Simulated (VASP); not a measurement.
All values below come from revTPSS meta-GGA, VASP's PBE PAW potentials (set 64) (plane waves; VASP).

The input files of a VASP run:

**KPOINTS**
```
Automatic mesh
0
Gamma
5 5 5
0 0 0
```

**INCAR**
```
# general
SYSTEM =SrTiO3
PREC   =Accurate
ENCUT  =520
LREAL  =.FALSE.
LASPH  =.TRUE.

# electronic loop
EDIFF  =1E-6
NELM   =100
ALGO   =Normal
LMAXMIX=4
LMIXTAU=.TRUE.

# smearing
ISMEAR =0
SIGMA  =0.05

# functional
METAGGA=RTPSS

# ions
IBRION =2
NSW    =60
ISIF   =3
EDIFFG =-0.02

# output
LWAVE  =.FALSE.
LCHARG =.FALSE.
```

### POSCAR
```
SrTiO3
1.0
  3.8964091187   0.0000000000   0.0000000000
  0.0000000000   3.8964091187   0.0000000000
  0.0000000000   0.0000000000   3.8964091187
Sr Ti O
1 1 3
Cartesian
  0.0000000000   0.0000000000   0.0000000000
  1.9482045593   1.9482045593   1.9482045593
  1.9482045593   0.0000000000   1.9482045593
  0.0000000000   1.9482045593   1.9482045593
  1.9482045593   1.9482045593   0.0000000000
```

POTCAR, in this order: Sr_sv Ti_sv O (PBE.64 set). Program: vasp_std.

What VASP printed:

OSZICAR:
```
       N       E                     dE             d eps       ncg     rms          rms(c)
DAV:   1     0.477670062748E+03    0.47767E+03   -0.22381E+04   480   0.193E+03
DAV:   2     0.488169759705E+02   -0.42885E+03   -0.42376E+03   512   0.517E+02
DAV:   3    -0.122232458697E+02   -0.61040E+02   -0.58435E+02   856   0.160E+02
DAV:   4    -0.154046607381E+02   -0.31814E+01   -0.31740E+01   632   0.349E+01
DAV:   5    -0.155176844254E+02   -0.11302E+00   -0.11301E+00   696   0.544E+00    0.109E+02
DAV:   6    -0.377656096006E+02   -0.22248E+02   -0.34327E+02   624   0.169E+02    0.389E+01
DAV:   7    -0.348294725339E+02    0.29361E+01   -0.39668E+01   720   0.703E+01    0.201E+01
DAV:   8    -0.343645703398E+02    0.46490E+00   -0.45815E+00   568   0.157E+01    0.109E+01
DAV:   9    -0.347242158021E+02   -0.35965E+00   -0.91658E-01   648   0.873E+00    0.641E+00
DAV:  10    -0.344797551705E+02    0.24446E+00   -0.46045E-01   656   0.604E+00    0.238E+00
DAV:  11    -0.347300760614E+02   -0.25032E+00   -0.35221E-01   592   0.472E+00    0.714E-01
DAV:  12    -0.347678918166E+02   -0.37816E-01   -0.26573E-02   528   0.143E+00    0.586E-01
DAV:  13    -0.347741866237E+02   -0.62948E-02   -0.32659E-02   680   0.830E-01    0.478E-01
DAV:  14    -0.347829523339E+02   -0.87657E-02   -0.36171E-02   696   0.178E+00    0.325E-01
DAV:  15    -0.347838776924E+02   -0.92536E-03   -0.16162E-03   688   0.335E-01    0.348E-01
DAV:  16    -0.347837561656E+02    0.12153E-03   -0.74069E-04   672   0.206E-01    0.240E-01
DAV:  17    -0.347838569031E+02   -0.10074E-03   -0.29112E-03   632   0.525E-01    0.156E-01
DAV:  18    -0.347840023688E+02   -0.14547E-03   -0.36904E-04   672   0.174E-01    0.197E-01
DAV:  19    -0.347838266934E+02    0.17568E-03   -0.25492E-04   672   0.135E-01    0.879E-02
DAV:  20    -0.347838004448E+02    0.26249E-04   -0.11940E-04   704   0.826E-02    0.135E-02
DAV:  21    -0.347838050560E+02   -0.46112E-05   -0.53095E-05   696   0.430E-02    0.759E-03
DAV:  22    -0.347838057441E+02   -0.68808E-06   -0.21633E-06   440   0.141E-02
   1 F= -.34783806E+02 E0= -.34783806E+02  d E =-.347838E+02
       N       E                     dE             d eps       ncg     rms          rms(c)
DAV:   1    -0.352270032058E+02   -0.44320E+00   -0.17898E+01   552   0.449E+01    0.706E+00
DAV:   2    -0.347605477556E+02    0.46646E+00   -0.23335E+00   600   0.144E+01    0.286E+00
DAV:   3    -0.347323544977E+02    0.28193E-01   -0.56232E-01   520   0.476E+00    0.964E-01
DAV:   4    -0.347665385018E+02   -0.34184E-01   -0.28614E-01   672   0.243E+00    0.980E-01
DAV:   5    -0.347826924013E+02   -0.16154E-01   -0.60009E-02   656   0.166E+00    0.969E-01
DAV:   6    -0.347799521880E+02    0.27402E-02   -0.32569E-02   728   0.110E+00    0.356E-01
DAV:   7    -0.347872632055E+02   -0.73110E-02   -0.12148E-02   576   0.109E+00    0.668E-01
DAV:   8    -0.347821516406E+02    0.51116E-02   -0.14240E-02   744   0.106E+00    0.224E-01
DAV:   9    -0.347818437005E+02    0.30794E-03   -0.11450E-03   640   0.204E-01    0.195E-01
DAV:  10    -0.347831151504E+02   -0.12714E-02   -0.15026E-04   512   0.140E-01    0.241E-01
DAV:  11    -0.347835354096E+02   -0.42026E-03   -0.15435E-03   672   0.401E-01    0.908E-02
DAV:  12    -0.347836374746E+02   -0.10206E-03   -0.24255E-04   648   0.125E-01    0.474E-02
DAV:  13    -0.347836770744E+02   -0.39600E-04   -0.23834E-05   504   0.491E-02    0.653E-02
DAV:  14    -0.347836605298E+02    0.16545E-04   -0.32213E-05   688   0.395E-02    0.560E-02
DAV:  15    -0.347836551356E+02    0.53941E-05   -0.35104E-05   640   0.450E-02    0.251E-02
DAV:  16    -0.347836572622E+02   -0.21265E-05   -0.33132E-06   504   0.137E-02    0.204E-02
DAV:  17    -0.347836531865E+02    0.40757E-05   -0.15294E-06   392   0.107E-02    0.105E-02
DAV:  18    -0.347836518688E+02    0.13176E-05   -0.38922E-06   600   0.138E-02    0.174E-03
DAV:  19    -0.347836518880E+02   -0.19170E-07   -0.97372E-08   264   0.300E-03
   2 F= -.34783652E+02 E0= -.34783652E+02  d E =0.153856E-03
       N       E                     dE             d eps       ncg     rms          rms(c)
DAV:   1    -0.349257955618E+02   -0.14214E+00   -0.46685E+00   560   0.223E+01    0.368E+00
DAV:   2    -0.347956692158E+02    0.13013E+00   -0.57023E-01   568   0.720E+00    0.142E+00
DAV:   3    -0.347889046246E+02    0.67646E-02   -0.11524E-01   600   0.262E+00    0.349E-01
DAV:   4    -0.348028756979E+02   -0.13971E-01   -0.13584E-01   640   0.175E+00    0.513E-01
DAV:   5    -0.348025443565E+02    0.33134E-03   -0.62985E-03   520   0.755E-01    0.398E-01
DAV:   6    -0.348016824442E+02    0.86191E-03   -0.27152E-03   656   0.240E-01    0.212E-01
DAV:   7    -0.348049435699E+02   -0.32611E-02   -0.48165E-03   520   0.697E-01    0.282E-01
DAV:   8    -0.348045891515E+02    0.35442E-03   -0.14591E-03   856   0.322E-01    0.195E-01
DAV:   9    -0.348046008216E+02   -0.11670E-04   -0.46176E-05   576   0.528E-02    0.201E-01
DAV:  10    -0.348042920201E+02    0.30880E-03   -0.41980E-04   720   0.140E-01    0.606E-02
DAV:  11    -0.348043229011E+02   -0.30881E-04   -0.16758E-04   744   0.879E-02    0.498E-02
DAV:  12    -0.348042954701E+02    0.27431E-04   -0.24846E-05   632   0.506E-02    0.529E-02
DAV:  13    -0.348043145436E+02   -0.19073E-04   -0.92791E-05   600   0.947E-02    0.716E-03
DAV:  14    -0.348043163190E+02   -0.17754E-05   -0.39543E-06   456   0.181E-02    0.266E-03
DAV:  15    -0.348043153592E+02    0.95973E-06   -0.11037E-06   312   0.809E-03
   3 F= -.34804315E+02 E0= -.34804315E+02  d E =-.205096E-01
```

File OUTCAR:
```
------------------------ aborting loop because EDIFF is reached ----------------------------------------
  FORCE on cell =-STRESS in cart. coord.  units (eV):
  Direction    XX          YY          ZZ          XY          YZ          ZX
  --------------------------------------------------------------------------------------
  Total       -0.0006332     -0.0006332     -0.0006332     -0.0000000     -0.0000000      0.0000000
  in kB       -0.0167387     -0.0167387     -0.0167387     -0.0000000     -0.0000000      0.0000000
  external PRESSURE =      -0.0167387 kB  Pullay stress =       0.0000000 kB
  volume of cell :       60.61
      direct lattice vectors                 reciprocal lattice vectors
     3.928152220  0.000000000 -0.000000000     0.254572619 -0.000000000 -0.000000000
     0.000000000  3.928152220 -0.000000000    -0.000000000  0.254572619 -0.000000000
     0.000000000  0.000000000  3.928152220     0.000000000  0.000000000  0.254572619
 POSITION                                       TOTAL-FORCE (eV/Angst)
 -----------------------------------------------------------------------------------
      0.00000      0.00000      0.00000        -0.000000     -0.000000      0.000000
      1.96408      1.96408      1.96408         0.000000      0.000000      0.000000
      1.96408      0.00000      1.96408        -0.000000      0.000000      0.000000
      0.00000      1.96408      1.96408         0.000000      0.000000      0.000000
      1.96408      1.96408     -0.00000        -0.000000     -0.000000      0.000000
 -----------------------------------------------------------------------------------
    total drift:                                0.000000      0.000000     -0.000000
  FREE ENERGIE OF THE ION-ELECTRON SYSTEM (eV)
  ---------------------------------------------------
  free  energy   TOTEN  =       -34.8043153592 eV

  energy  without entropy=      -34.8043153592  energy(sigma->0) =      -34.80431536

 reached required accuracy - stopping structural energy minimisation
```
(Selected blocks of OUTCAR.)

File CONTCAR:
```
SrTiO3
   1.00000000000000
     3.9281522200426875    0.0000000000000000   -0.0000000000000000
     0.0000000000000000    3.9281522200426875   -0.0000000000000000
     0.0000000000000000    0.0000000000000000    3.9281522200426875
  Sr              Ti              O
     1     1     3
Direct
     0.0000000000000000    0.0000000000000000    0.0000000000000000
     0.5000000000000000    0.5000000000000000    0.5000000000000000
     0.5000000000000000    0.0000000000000000    0.5000000000000000
     0.0000000000000000    0.5000000000000000    0.5000000000000000
     0.5000000000000000    0.5000000000000000    0.0000000000000000
```

Energy and stress use the plane-wave basis of the starting cell.

The compound is SrTiO3 in the cubic perovskite structure, the ideal cubic form; the compound distorts at low or room temperature. This run relaxes it. Symmetry was kept, so distortions that lower it aren't found. The start is the result of an earlier pass.
